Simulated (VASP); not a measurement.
```xyz
2
Lattice="0.0000 3.2148 3.2148 3.2148 0.0000 3.2148 3.2148 3.2148 0.0000" Properties=species:S:1:pos:R:3 pbc="T T T"
K      0.0000     0.0000     0.0000
Cl     3.2148     3.2148     3.2148
```

Calculation: PBE GGA, VASP's PBE PAW potentials (set 64) (plane waves; VASP). Numerical set-up: 300 eV cut-off, 9×9×9 Γ-centred mesh, Gaussian smearing of 0.010 eV, potentials K_sv Cl.

Question: Estimate the energy per atom (σ→0), band gap (on the k-mesh) with the smallest direct gap where there is one.

Answer: 
```
Quantity                                      Value
-----------------------------------  --------------
band gap (on the k-mesh)                    4.97 eV
smallest direct gap (on the k-mesh)         4.97 eV
energy per atom (σ→0)                -3.404 eV/atom
```

The structure comes from a computed database's KCl entry; how it stands against other phases isn't given here. The cell was not relaxed at this level.
